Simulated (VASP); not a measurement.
The system is Al3Si2F.

```
CELL_PARAMETERS angstrom
-2.55628 2.55628 3.98643
2.55628 -2.55628 3.98643
2.55628 2.55628 -3.98643
ATOMIC_POSITIONS crystal
Al 0.75000 0.25000 0.50000
Al 0.25000 0.75000 0.50000
Al 0.50000 0.50000 0.00000
Si 0.50000 0.00000 0.50000
Si 0.00000 0.50000 0.50000
F 0.00000 0.00000 0.00000
```

The cell was built by a generator and needn't be a form met in nature.

| Quantity | Value |
| --- | --- |
| Program | VASP 6.6.1 |
| Task | relaxation of cell and atoms |
| Functional | PBE |
| Potentials or basis | VASP PAW PBE potentials, release 64 (Al, Si, F) |
| Cutoff | 520 eV |
| k mesh | 4 × 4 × 4 |
| Occupations | gaussian, width 0.15 eV |
| Spin | no spin polarisation |

At the start: pressure 25.7 GPa; volume 17.37 Å³/atom.

**Question.** Where does the relaxation end?

**Answer.** Over 7 steps the energy falls by 828.3 meV/atom and the volume is 19.06 Å³/atom (+9.7 %); space group I4/mmm (No. 139, to 0.05 Å).

Step by step:
```tsv
step	energy change (eV)	largest force (eV/Å)	pressure (GPa)	volume (Å³)
1	0.0000	0.0000	25.68	104.20
2	-3.5087	0.0000	-10.86	145.16
3	-4.5669	0.0000	-4.11	126.81
4	-4.5814	0.0000	-5.18	128.79
5	-4.5813	0.0000	-5.01	128.31
6	-4.9351	0.0000	-1.72	118.13
7	-4.9700	0.0000	0.10	114.34
```

Final structure:
```
Al Si F
1.0
    -2.38463    2.38463    5.02704
     2.38463   -2.38463    5.02704
     2.38463    2.38463   -5.02704
Al Si F
3 2 1
Direct
  0.75000 0.25000 0.50000
  0.25000 0.75000 0.50000
  0.50000 0.50000 0.00000
  0.50000 0.00000 0.50000
  0.00000 0.50000 0.50000
  0.00000 0.00000 0.00000
```

Caveat: the k mesh is coarse (spacing up to 0.43 Å⁻¹), so the values aren't converged.
